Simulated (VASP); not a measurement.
Output of a VASP run:

### OSZICAR
```
...
DAV:   8    -0.173122197589E+02    0.75605E-03   -0.33717E-02   904   0.129E+00    0.151E-01
DAV:   9    -0.173119922556E+02    0.22750E-03   -0.67920E-03   944   0.505E-01    0.729E-02
DAV:  10    -0.173125913331E+02   -0.59908E-03   -0.97538E-04   760   0.147E-01    0.221E-02
DAV:  11    -0.173126931517E+02   -0.10182E-03   -0.15188E-04   960   0.600E-02    0.865E-03
DAV:  12    -0.173127064333E+02   -0.13282E-04   -0.18313E-05   712   0.291E-02    0.305E-03
DAV:  13    -0.173127086131E+02   -0.21798E-05   -0.42781E-06   720   0.957E-03    0.139E-03
DAV:  14    -0.173127088178E+02   -0.20469E-06   -0.81603E-07   528   0.834E-03
   1 F= -.17312709E+02 E0= -.17312709E+02  d E =-.173127E+02
       N       E                     dE             d eps       ncg     rms          rms(c)
DAV:   1    -0.174230701992E+02   -0.11036E+00   -0.31739E+00   760   0.136E+01    0.146E+00
DAV:   2    -0.173615424058E+02    0.61528E-01   -0.15292E-01   800   0.393E+00    0.895E-01
DAV:   3    -0.173235724367E+02    0.37970E-01   -0.86678E-02   800   0.219E+00    0.115E-01
DAV:   4    -0.173238560840E+02   -0.28365E-03   -0.68335E-03   800   0.808E-01    0.579E-02
DAV:   5    -0.173238545527E+02    0.15312E-05   -0.44464E-04  1000   0.221E-01    0.167E-02
DAV:   6    -0.173238646017E+02   -0.10049E-04   -0.31345E-05   872   0.457E-02    0.704E-03
DAV:   7    -0.173238694816E+02   -0.48799E-05   -0.45091E-06   720   0.114E-02    0.188E-03
DAV:   8    -0.173238705443E+02   -0.10627E-05   -0.10500E-06   544   0.599E-03    0.875E-04
DAV:   9    -0.173238708335E+02   -0.28927E-06   -0.34873E-07   480   0.355E-03
   2 F= -.17323871E+02 E0= -.17323871E+02  d E =-.111620E-01
       N       E                     dE             d eps       ncg     rms          rms(c)
DAV:   1    -0.173246220746E+02   -0.75153E-03   -0.21634E-02   760   0.108E+00    0.121E-01
DAV:   2    -0.173242105734E+02    0.41150E-03   -0.11252E-03   824   0.402E-01    0.746E-02
DAV:   3    -0.173239468517E+02    0.26372E-03   -0.58173E-04   928   0.308E-01    0.814E-03
DAV:   4    -0.173239577988E+02   -0.10947E-04   -0.12249E-04   792   0.121E-01    0.592E-03
DAV:   5    -0.173239579710E+02   -0.17227E-06   -0.43092E-06   744   0.231E-02
   3 F= -.17323958E+02 E0= -.17323958E+02  d E =-.112492E-01
       N       E                     dE             d eps       ncg     rms          rms(c)
DAV:   1    -0.173239846898E+02   -0.26891E-04   -0.10260E-03   752   0.237E-01    0.265E-02
DAV:   2    -0.173239649456E+02    0.19744E-04   -0.51468E-05   832   0.992E-02    0.162E-02
DAV:   3    -0.173239526057E+02    0.12340E-04   -0.25871E-05   920   0.686E-02    0.183E-03
DAV:   4    -0.173239533074E+02   -0.70169E-06   -0.65531E-06   720   0.275E-02
   4 F= -.17323953E+02 E0= -.17323953E+02  d E =-.112445E-01
       N       E                     dE             d eps       ncg     rms          rms(c)
DAV:   1    -0.173264463403E+02   -0.24937E-02   -0.57113E-02   864   0.312E+00    0.271E-01
DAV:   2    -0.173245376661E+02    0.19087E-02   -0.40177E-03   856   0.827E-01    0.117E-01
DAV:   3    -0.173240892279E+02    0.44844E-03   -0.16361E-03   960   0.488E-01    0.241E-02
DAV:   4    -0.173240763882E+02    0.12840E-04   -0.87542E-05   768   0.711E-02    0.907E-03
DAV:   5    -0.173240748799E+02    0.15083E-05   -0.62230E-06   768   0.214E-02    0.441E-03
DAV:   6    -0.173240754151E+02   -0.53512E-06   -0.16173E-06   488   0.144E-02
   5 F= -.17324075E+02 E0= -.17324075E+02  d E =-.122108E-03
```

**OUTCAR**
```
------------------------ aborting loop because EDIFF is reached ----------------------------------------
  FORCE on cell =-STRESS in cart. coord.  units (eV):
  Direction    XX          YY          ZZ          XY          YZ          ZX
  --------------------------------------------------------------------------------------
  Total       -0.0177374     -0.0177374      0.0112500      0.0000000      0.0000000     -0.0000000
  in kB       -0.2169465     -0.2169464      0.1375990      0.0000000      0.0000000     -0.0000000
  external PRESSURE =      -0.0987646 kB  Pullay stress =       0.0000000 kB
  volume of cell :      130.99
      direct lattice vectors                 reciprocal lattice vectors
     5.014765734  0.000000000 -0.000000000     0.199411110  0.115130077  0.000000000
    -2.507382867  4.342913817 -0.000000000    -0.000000000  0.230260153  0.000000000
     0.000000000 -0.000000000  6.014715273    -0.000000000  0.000000000  0.166258909
 POSITION                                       TOTAL-FORCE (eV/Angst)
 -----------------------------------------------------------------------------------
     -0.00000      2.89528      5.66771         0.000000      0.000000      0.003484
      2.50739      1.44764      2.66035         0.000000     -0.000000      0.003484
     -0.00000      2.89528      2.60252        -0.000000     -0.000000     -0.003484
      2.50739      1.44764      5.60988         0.000000      0.000000     -0.003484
 -----------------------------------------------------------------------------------
    total drift:                               -0.001736      0.001002     -0.005716
  FREE ENERGIE OF THE ION-ELECTRON SYSTEM (eV)
  ---------------------------------------------------
  free  energy   TOTEN  =       -17.3240754151 eV

  energy  without entropy=      -17.3240754151  energy(sigma->0) =      -17.32407542

 reached required accuracy - stopping structural energy minimisation
```
(Selected blocks of OUTCAR.)

POSCAR:
```
SnSe
1
    5.0441465679     0.0000000000     0.0000000000
   -2.5220732840     4.3683583531     0.0000000000
   -0.0000000000    -0.0000000000     5.9343699650
Sn Se
2 2
Direct
  0.3333330000   0.6666670000   0.9423211933
  0.6666670000   0.3333330000   0.4423211933
  0.3333330000   0.6666670000   0.4326788067
  0.6666670000   0.3333330000   0.9326788067
```

Write an INCAR and KPOINTS that could have produced this output.

Several could match; the one computed here: the input of the run itself, PBEsol GGA, plane waves, VASP's PBE PAW potentials (set 64).

### INCAR
```
ALGO=Normal
EDIFF=1E-6
EDIFFG=-0.02
ENCUT=400
GGA=PS
IBRION=2
ISIF=3
ISMEAR=0
LASPH=T
LCHARG=F
LMAXMIX=4
LREAL=F
LWAVE=F
NELM=100
NSW=60
PREC=Accurate
SIGMA=0.05
SYSTEM=SnSe
```

KPOINTS:
```
K-points
0
Gamma
5 5 4
0 0 0
```

POTCAR, in this order: Sn_d Se (PBE.64 set). Program: vasp_std.

The structure was generated: SnSe was put into the wurtzite type (P6_3mc), which need not be its known phase. This run relaxes it. Symmetry was kept, so distortions that lower it aren't found. The start is the result of an earlier pass.
